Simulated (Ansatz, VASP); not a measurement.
# Cross-check of Ge (Germanium) between VASP and Ansatz

Aim: how closely do two programs agree when they are given the same cell, functional and k mesh? Of the first pair: The two relaxations start from unlike cells of this crystal (the structure described is Ansatz's start), so only their ends are compared.

Main program and level: Ansatz 0.2.0; plane waves, with VASP 6.6.1 beside it; relaxation of cell and atoms at LDA, relaxation of cell and atoms at PBE and zone-centre phonons at LDA.

### Step 1. The structure

It takes space group Fd-3m (No. 227, cubic). The conventional cell has a = 5.676 Å, b = 5.676 Å, c = 5.676 Å, α = 90.00°, β = 90.00°, γ = 90.00°. Nearest to Ge lie 4 Ge at 2.46 Å.

### Step 2. VASP: relaxation of cell and atoms, LDA

The relaxed volume is the usual yardstick between codes: in a stiff, nearly cubic crystal its relative difference is about their pressure difference at one cell divided by the bulk modulus.

Lines of VASP's logs that name or quote its potential files are left out, and so is its time.

Input file INCAR:

```
SYSTEM = Ge
PREC = Accurate
ENCUT = 500
EDIFF = 1E-07
NELM = 120
ISMEAR = 1
SIGMA = 0.2
LREAL = .FALSE.
ALGO = Normal
GGA = CA
NBANDS = 20
LORBIT = 11
LWAVE = .FALSE.
LCHARG = .FALSE.
ISIF = 3
IBRION = 2
NSW = 80
EDIFFG = -0.005
LASPH = .TRUE.
GGA_COMPAT = .FALSE.
NELMIN = 4
KPAR = 2
```

Input file POSCAR:

```
Ge
1.0
    0.0000000000      2.8123353381      2.8123353381
    2.8123353381      0.0000000000      2.8123353381
    2.8123353381      2.8123353381      0.0000000000
Ge
2
Direct
    0.0000000000      0.0000000000      0.0000000000
    0.2500000000      0.2500000000      0.2500000000
```

Input file KPOINTS:

```
Automatic mesh
0
Gamma
16 16 16
0 0 0
```

Potentials, in the order of the species: Ge_d (LDA family, release 64).

Command:

```console
$ mpirun -np 2 vasp_std
```

Numbers of over 12 decimals in the logs are rounded to 6 here.

Log:

```text
[banner, memory and clock lines left out]
running    2 mpi-ranks, on    1 nodes
 distrk:  each k-point on    1 cores,    2 groups
 distr:  one band on    1 cores,    1 groups

 POSCAR found type information on POSCAR Ge
 POSCAR found :  1 types and       2 ions
 LDA part: xc-table for (Slater(with rela. corr.)+CA(PZ))
 , standard interpolation
 POSCAR, INCAR and KPOINTS ok, starting setup
 FFT: planning ... GRIDC
 FFT: planning ... GRID_SOFT
 FFT: planning ... GRID
 WAVECAR not read
 entering main loop
       N       E                     dE             d eps       ncg     rms          rms(c)
DAV:   1     0.177166213864E+03    0.17717E+03   -0.14574E+04  6224   0.370E+03
DAV:   2     0.141561984125E+02   -0.16301E+03   -0.15881E+03  5812   0.582E+02
DAV:   3    -0.981933888231E+01   -0.23976E+02   -0.23807E+02  6476   0.142E+02
DAV:   4    -0.105614829583E+02   -0.74214E+00   -0.74168E+00  6544   0.292E+01
DAV:   5    -0.105736638123E+02   -0.12181E-01   -0.12180E-01  6472   0.404E+00    0.335E+00
DAV:   6    -0.104521242068E+02    0.12154E+00   -0.38654E-02  6432   0.168E+00    0.192E+00
DAV:   7    -0.103911513559E+02    0.60973E-01   -0.79156E-02  6124   0.211E+00    0.140E-01
DAV:   8    -0.103918547276E+02   -0.70337E-03   -0.57593E-03  6524   0.889E-01    0.440E-02
DAV:   9    -0.103918800968E+02   -0.25369E-04   -0.10236E-04  7392   0.124E-01    0.143E-02
DAV:  10    -0.103918768787E+02    0.32181E-05   -0.10396E-05  8060   0.436E-02    0.414E-03
DAV:  11    -0.103918765844E+02    0.29430E-06   -0.11534E-06  6316   0.842E-03    0.165E-03
DAV:  12    -0.103918765978E+02   -0.13440E-07   -0.43377E-08  4268   0.323E-03
   1 F= -.10391877E+02 E0= -.10391934E+02  d E =-.103919E+02
[...]
2 F= -.10391877E+02 E0= -.10391936E+02  d E =-.380986E-06
[...]
3 F= -.10391879E+02 E0= -.10391937E+02  d E =-.243647E-05
 curvature:  -0.27 expect dE=-0.199E-05 dE for cont linesearch -0.199E-05
 ZBRENT: interpolating
 opt :   0.7420  next Energy=   -10.391880 (dE=-0.356E-05)
 bond charge predicted
       N       E                     dE             d eps       ncg     rms          rms(c)
DAV:   1    -0.103918941483E+02   -0.15090E-04   -0.20223E-04  8004   0.273E-01    0.231E-02
DAV:   2    -0.103918824949E+02    0.11653E-04   -0.15072E-05  7600   0.763E-02    0.114E-02
DAV:   3    -0.103918788644E+02    0.36305E-05   -0.56374E-06  7784   0.408E-02    0.277E-03
DAV:   4    -0.103918786056E+02    0.25886E-06   -0.65185E-07  6372   0.155E-02    0.579E-04
DAV:   5    -0.103918785986E+02    0.69576E-08   -0.43262E-08  3032   0.402E-03
   4 F= -.10391879E+02 E0= -.10391937E+02  d E =-.200079E-05
 curvature:  -0.15 expect dE=-0.733E-06 dE for cont linesearch -0.733E-06
 trial: gam= 0.00000 g(F)=  0.692E-45 g(S)=  0.483E-05 ort =-0.767E-05 (trialstep = 0.948E+00)
 search vector abs. value=  0.483E-05
 reached required accuracy - stopping structural energy minimisation
```

OUTCAR, selected parts (step 2):

```text
ion  position               nearest neighbor table
   1  0.000  0.000  0.000-   2 2.44   2 2.44   2 2.44   2 2.44
   2  0.250  0.250  0.250-   1 2.44   1 2.44   1 2.44   1 2.44

  LATTYP: Found a face centered cubic cell.
 ALAT       =     5.6246706762

 Subroutine GETGRP returns: Found 48 space group operations
 (whereof 24 operations were pure point group operations)

The static configuration has the point symmetry T_d .
 The point group associated with its full space group is O_h .

 Found    145 irreducible k-points:

   k-points           NKPTS =    145   k-points in BZ     NKDIM =    145   number of bands    NBANDS=     20

   dimension x,y,z NGX =    30 NGY =   30 NGZ =   30
   dimension x,y,z NGXF=    60 NGYF=   60 NGZF=   60

   ENCUT  =  500.0 eV  36.75 Ry    6.06 a.u.   7.25  7.25  7.25*2*pi/ulx,y,z

   NELECT =      28.0000    total number of electrons

 k-points in reciprocal lattice and weights: Automatic mesh
   0.00000000  0.00000000  0.00000000       0.000
   0.06250000  0.00000000  0.00000000       0.002
   0.12500000  0.00000000  0.00000000       0.002
   0.18750000  0.00000000  0.00000000       0.002
   0.25000000  0.00000000  0.00000000       0.002
   0.31250000  0.00000000  0.00000000       0.002
   0.37500000  0.00000000  0.00000000       0.002
   0.43750000  0.00000000  0.00000000       0.002
   0.50000000  0.00000000  0.00000000       0.001
[...]
-0.31250000  0.50000000  0.18750000       0.003
  -0.25000000  0.50000000  0.25000000       0.001

 average (electrostatic) potential at core
       1 -75.2479       2 -75.2479

 E-fermi :   4.9381

 k-point     1 :       0.0000    0.0000    0.0000
  band No.  band energies     occupation
    ...
     11      -8.0408      2.00000
     12       4.9030      1.29169
     13       4.9030      1.29169
     14       4.9030      1.29169
     15       4.9271      1.09316
     16       7.4385     -0.00000
     17       7.4385     -0.00000
     18       7.4385     -0.00000
     19      11.1567      0.00000
     20      14.5036      0.00000

 k-point     2 :       0.0625    0.0000    0.0000
  band No.  band energies     occupation
    ...
     10     -19.7857      2.00000
     11      -7.9922      2.00000
     12       3.7577      2.00000
     13       4.8018      1.90666
     14       4.8018      1.90666
     15       5.7319     -0.00000
     16       7.5725     -0.00000
     17       7.5725     -0.00000
     18       7.6459     -0.00000
     19      11.4330      0.00000
    ...

 k-point     3 :       0.1250    0.0000    0.0000
  band No.  band energies     occupation
    ...
     10     -19.7793      2.00000
     11      -7.8474      2.00000
     12       2.5151      2.00000
     13       4.5589      2.02205
     14       4.5589      2.02205
     15       5.9195     -0.00000
     16       7.8961     -0.00000
     17       7.8961     -0.00000
     18       8.3806     -0.00000
     19      12.1242      0.00000
    ...

  Total        0.0081731      0.0081731      0.0081731     -0.0000000     -0.0000000     -0.0000000
  in kB        0.2945576      0.2945576      0.2945576     -0.0000000     -0.0000000     -0.0000000
  external PRESSURE =       0.2945576 kB  Pullay stress =       0.0000000 kB

  energy-cutoff  :      500.00
  volume of cell :       44.46
      direct lattice vectors                 reciprocal lattice vectors
     0.000000000  2.811682673  2.811682673    -0.177829456  0.177829456  0.177829456
     2.811682673  0.000000000  2.811682673     0.177829456 -0.177829456  0.177829456
     2.811682673  2.811682673  0.000000000     0.177829456  0.177829456 -0.177829456

 POSITION                                       TOTAL-FORCE (eV/Angst)
 -----------------------------------------------------------------------------------
      0.00000      0.00000      0.00000         0.000000      0.000000      0.000000
      1.40584      1.40584      1.40584        -0.000000     -0.000000     -0.000000
 -----------------------------------------------------------------------------------
    total drift:                                0.000000      0.000000      0.000000

  FREE ENERGIE OF THE ION-ELECTRON SYSTEM (eV)
  ---------------------------------------------------
  free  energy   TOTEN  =       -10.3918785986 eV

  energy  without entropy=      -10.3920542236  energy(sigma->0) =      -10.39193714

 reached required accuracy - stopping structural energy minimisation

 total charge
# of ion       s       p       d       tot
------------------------------------------
    1        1.139   1.282  10.026  12.448
    2        1.139   1.282  10.026  12.448
--------------------------------------------------
tot          2.279   2.565  20.052  24.896

[... 3 further parts left out ...]
```

CONTCAR:

```
Ge
   1.00000000000000
     0.0000000000000000    2.8116826728410440    2.8116826728410440
     2.8116826728410440    0.0000000000000000    2.8116826728410440
     2.8116826728410440    2.8116826728410440    0.0000000000000000
  Ge
     2
Direct
     0.0000000000000000    0.0000000000000000    0.0000000000000000
     0.2500000000000000    0.2500000000000000    0.2500000000000000
```

The run keeps the 48 symmetry operations of its start, so it cannot find a distortion of lower symmetry.

### Step 3. Ansatz: relaxation of cell and atoms, LDA

Ansatz runs on its default PAW (the set named soft_2) files.

Its own start cell and the same functional (in two slightly different forms), mesh and smearing now go to Ansatz, which takes its cutoff from its data sets.

Input file input.yaml:

```yaml
crystal:
  lattice:
    - [0.0, 2.8378823614, 2.8378823614]
    - [2.8378823614, 0.0, 2.8378823614]
    - [2.8378823614, 2.8378823614, 0.0]
  atoms:
    - { symbol: Ge, position: [0.0, 0.0, 0.0] }
    - { symbol: Ge, position: [0.25, 0.25, 0.25] }
kpoints:
  mp_grid: { grid: [16, 16, 16] }
hamiltonian:
  xc: lda
scf:
  occupations: { method: methfessel_paxton, width: 0.2 }
output:
  forces: true
  stress: true
  eigenvalues: true
relax:
  adjacent_minimum: "off"
  f_tol: 0.001
  max_steps: 60
  cell: { stress_tol: 0.01 }
```

Command:

```console
$ ansatz run input.yaml --threads 4 --pin off --max-ram 16384MiB --backend cpu --events-out ev --progress --plain --runs-dir out
```

Log:

```text
Engine: ansatz 0.2.0, aarch64-unknown-linux-gnu
Pseudopotentials: kind: paw
Pseudopotential: Ge, paw, valence charge 14, recommended cutoff 420 eV (normal), Ge.paw.azcp
Functional definition: SPW92
  exchange = slater_x
  correlation = pw_c
Crystal: 2 atoms, lattice volume = 45.710 Å³
Basis set: ecut = 420 eV, 893 PW (Γ)
Bands: 18, of which v1, the nominal top of the filled ones, is band 14 counted from 1 (13 counted from 0)
Symmetry: 48 space group operations
Space group: Fd-3m (ITA 227), of the structure as read, at distance tolerance 3.6e-5 Å
k-points: 145 of 4096
Non-local potential: Ge, projectors of the file, l = 0: 2, l = 1: 2, l = 2: 3, l = 3: 1
PAW form: soft (Blöchl's): semilocal exchange-correlation on the pseudo side does not see the compensation charge
PAW frozen core: Ge, regenerated for the run's functional, and the local potential with it (the file was generated under x = pbe(κ = 0.804, μ = 0.219515), c = pbe(β = 0.066725))
PAW one-centre angular grid: Ge, 590 points (default); XC on 64 Gauss nodes
Initial density: superposition of atomic densities (neutral atoms: chi_scale 0, normalization atom), corrected by the library's trained network
Initial wavefunctions: pseudopotential atomic-orbital guess
Functional: x = slater, c = lda
SCF iter   1: F=—  HF=-8431.434249 eV  |F-HF|=—  |Δ(HF+E_count)|=         —  Δρ=5.07e-3  dr2=4.86e-3  ethr=1.77e-3  ⟨swp⟩=5.0  Hψ=11185  notcnv=0
preconditioner: auto → Kerker (q_TF=auto, 2.514 Å⁻¹)  [metal: Δε(μ)=0.090 eV  Ē_g=23.420 eV  σ=0.200 eV  W_gap=0.35  n_scr=14 (ndim 8)  ℏωp=29.1 eV  f_vac=0.082  D(μ)=0.07/eV (n_scr^D=0)]
SCF iter   2: F=—  HF=-8431.432556 eV  |F-HF|=—  |Δ(HF+E_count)|=   1.69e-3  S|Δr|=    0.00e0  Δρ=3.06e-3  dr2=1.86e-3  ethr=1.74e-5  ⟨swp⟩=1.6  Hψ=4077  notcnv=0
SCF iter   3: F=—  HF=-8431.432479 eV  |F-HF|=—  |Δ(HF+E_count)|=   7.63e-5  S|Δr|=    0.00e0  Δρ=6.14e-4  dr2=1.27e-4  ethr=6.66e-6  ⟨swp⟩=2.7  Hψ=4359  notcnv=0
SCF iter   4: F=—  HF=-8431.432468 eV  |F-HF|=—  |Δ(HF+E_count)|=   1.14e-5  S|Δr|=    0.00e0  Δρ=3.01e-4  dr2=3.99e-5  ethr=4.55e-7  ⟨swp⟩=2.0  Hψ=4643  notcnv=0
SCF iter   5: F=—  HF=-8431.432434 eV  |F-HF|=—  |Δ(HF+E_count)|=   3.37e-5  S|Δr|=    0.00e0  Δρ=1.81e-4  dr2=1.40e-5  ethr=1.42e-7  ⟨swp⟩=2.0  Hψ=4643  notcnv=0
SCF iter   6: F=—  HF=-8431.432435 eV  |F-HF|=—  |Δ(HF+E_count)|=   5.79e-7  S|Δr|=    0.00e0  Δρ=6.92e-5  dr2=1.72e-6  ethr=5.01e-8  ⟨swp⟩=2.0  Hψ=4528  notcnv=0
SCF iter   7: F=—  HF=-8431.432434 eV  |F-HF|=—  |Δ(HF+E_count)|=   8.49e-7  S|Δr|=    0.00e0  Δρ=3.16e-5  dr2=2.49e-7  ethr=6.16e-9  ⟨swp⟩=2.0  Hψ=4643  notcnv=0
SCF iter   8: F=-8431.432434 eV  HF=-8431.432434 eV  |F-HF|=3.76e-8  |Δ(HF+E_count)|=   2.40e-7  S|Δr|=    0.00e0  Δρ=8.58e-6  dr2=1.54e-8  ethr=3.57e-10  ⟨swp⟩=4.0  Hψ=9271  notcnv=0
SCF 1 converged in 8 iterations: F = -8431.432434 eV  dr2 = 1.54e-8
  greatest PAW one-centre occupation: 0.998 electrons in one spin orbital (limit 2), on the Ge atom at site 1 (counted from 0), in its partial waves of l = 2
relax step   1: F+E_penalty+E_count = -8431.43243375 eV  Δ(F+E_penalty+E_count) = +0.000e0 eV  max|allowed force component| = 9.252e-18 eV/Å  Δτ_max = 0.0000 Å  P = -1.906 GPa  Ω = 45.710 Å³  (8 SCF iters, dr2 threshold 1.00e-7 eV, accepted)
[...]
relax step   2: F+E_penalty+E_count = -8431.44019328 eV  Δ(F+E_penalty+E_count) = -7.760e-3 eV  max|allowed force component| = 2.429e-17 eV/Å  Δτ_max = 0.0000 Å  P = -0.367 GPa  Ω = 44.656 Å³  energy of the carried Pulay correction = +1.699e-4 eV  (5 SCF iters, dr2 threshold 2.00e-7 eV, accepted)
[...]
relax step   3: F+E_penalty+E_count = -8431.44049982 eV  Δ(F+E_penalty+E_count) = -3.065e-4 eV  max|allowed force component| = 3.701e-17 eV/Å  Δτ_max = 0.0000 Å  P = +0.020 GPa  Ω = 44.412 Å³  energy of the carried Pulay correction = +2.098e-4 eV  (5 SCF iters, dr2 threshold 2.00e-7 eV, accepted)
[...]
relax step   4: F+E_penalty+E_count = -8431.44049855 eV  Δ(F+E_penalty+E_count) = +1.273e-6 eV  max|allowed force component| = 6.361e-17 eV/Å  Δτ_max = 0.0000 Å  P = -0.000 GPa  Ω = 44.424 Å³  energy of the carried Pulay correction = +2.078e-4 eV  (4 SCF iters, dr2 threshold 9.59e-10 eV, accepted)
[...]
relax step   5: F+E_penalty+E_count = -8431.44027696 eV  Δ(F+E_penalty+E_count) = +2.216e-4 eV  max|allowed force component| = 1.735e-17 eV/Å  Δτ_max = 0.0000 Å  P = +0.003 GPa  Ω = 44.424 Å³  stress off target by 2.83e-3 GPa  SCF on the basis re-selected at this cell (its energy is not comparable with the rows above)  (7 SCF iters)
basis re-selected at this cell: Δ(F+E_penalty+E_count) = +2.216e-4 eV, ΔP = +0.003 GPa vs the last step (what re-selecting the basis moved, of the pressure what is left beyond the Pulay correction that the steps carried, after the strain that the cell walked since its last selection, with what the two solves' SCF thresholds leave and, on support functions, any second-order correction that the steps lacked; it is no m [...]
SCF converged after 7 iterations
Stability not checked: this state was not tested for a lower state beside it, because cold or Methfessel-Paxton smearing, or corrected tetrahedra, fill the levels in a way that the test cannot read (fill_not_monotonic; see scf.lower_state_search)
Free energy (F): -8431.440277 eV
Harris-Foulkes:  -8431.440277 eV  (|F-HF|=3.64e-12)
Internal energy: -8431.440423 eV  (E = F + TS)
E sigma→0 (E₀):  -8431.440313 eV
Entropy (-TS):   0.000146 eV (0.073 meV/atom)
Fermi energy:    8.540132 eV
Step filling:    the computed levels leave a gap of 0.0000 eV = 0.0 smearing widths at the electron count; against every level under it full and every level over it empty, smearing changes F+E_penalty+E_count by +0.094 meV and its σ→0 estimate by +0.058 meV
--- Per-component energies (eV) ---
  E_band       = -303.737443
  E_kinetic    = 224.573986
  E_local      = -4924.172761  (includes V_loc(G=0)·N_el)
  E_nonlocal   = 843.431971
  E_hartree    = 2158.765746
  E_xc         = -150.870458
  E_vxc        = -130.854462  (∫ρ·V_xc dr)
  E_paw        = -3882.747856  (= ΣΔE_a)
  E_vpaw       = -634.248271  (= ΣTr[D̂ρ^β])
  E_aug_tail   = 0.000604  (compensation charges beyond the density's cutoff)
  E_ewald      = -2704.238309
  E_core_change = 3.816652  (= ΣΔE_core)
  E_smearing   = 0.000146  (= −TS)
  E_closure    = -0.000000  (closes the sum)
  Σ components = -8431.440277   (vs F -8431.440277, Δ=0.00e0)
--- Forces (eV/Å), atoms counted from 1 ---
  atom   1  Ge     0.00000000     0.00000000    -0.00000000
  atom   2  Ge     0.00000000    -0.00000000     0.00000000
  max |Σ_I F_I| component: 7.40e-17 eV/Å
--- Stress (GPa, compression-positive) ---
        0.002827      -0.000000      -0.000000
       -0.000000       0.002827      -0.000000
       -0.000000       0.000000       0.002827
  P = ⅓ Tr σ = 0.0028 GPa (0.028 kbar)
--- Band table (eV; the first three rows and the last of 145) ---
  k-point 0: bands = [... 10 lower, -4.4501, 8.4970, 8.5135, 8.5135, 8.5135, 11.0497, 11.0497, 11.0497]
  k-point 1: bands = [... 10 lower, -4.4014, 7.3506, 8.4124, 8.4124, 9.3207, 11.1836, 11.1836, 11.2552]
  k-point 2: bands = [... 10 lower, -4.2566, 6.1098, 8.1696, 8.1696, 9.5108, 11.5068, 11.5068, 11.9841]
  k-point 144: bands = [... 10 lower, -0.3969, -0.3969, 4.5069, 4.5069, 12.8294, 12.8294, 13.1759, 13.1759]
--- Relaxed structure (4 steps of the walk, 4 accepted, 1 SCFs on fresh bases) ---
  F+E_penalty+E_count = -8431.44027696 eV   max|allowed force component| = 1.735e-17 eV/Å   (the final SCF, on the basis selected at the relaxed cell)
  cell:  # Å, volume = 44.4243 Å³
    - [0, 2.811018, 2.811018]
    - [2.811018, 0, 2.811018]
    - [2.811018, 2.811018, 0]
  atoms:
    - { symbol: Ge, position: [0, 0, 0] }
    - { symbol: Ge, position: [0.250000, 0.250000, 0.250000] }
```

Reading the cycles: dr2 is the Hartree energy of the density residual (eV), the measure of convergence; HF is the Harris–Foulkes estimate of the energy, which meets the free energy F at convergence.

### Step 4. Comparison

Known differences besides the potentials themselves: the two LDA forms differ slightly; the cutoff is 420 eV in Ansatz and 500 eV in VASP; VASP's log shows a relativistic correction to its local exchange, Ansatz's none; Ansatz adds a Pulay correction to the stress that steers its cell, VASP none. Total energies have different zeros and are not compared.

Both answers:

```
                                         quantity  Ansatz   VASP  difference
                                      volume (Å³)   44.42  44.46     -0.07 %
edge a after relaxation, in the typed setting (Å)   3.975  3.976     -0.02 %
```

(Continued in part 2 of 2.)

[Lines on the potential files, build, host, timing and source positions are cut from VASP's logs without a mark.]

[Logs are printed without paths, hosts, clocks, repeated set-up lines and the standing remarks that a program may print on its own settings, such as how far it seeks lower states.]

[Hosts, paths, dates, database ids (printed as entryN), source tags and the programs' standing remarks are cut or masked in the printed files.]
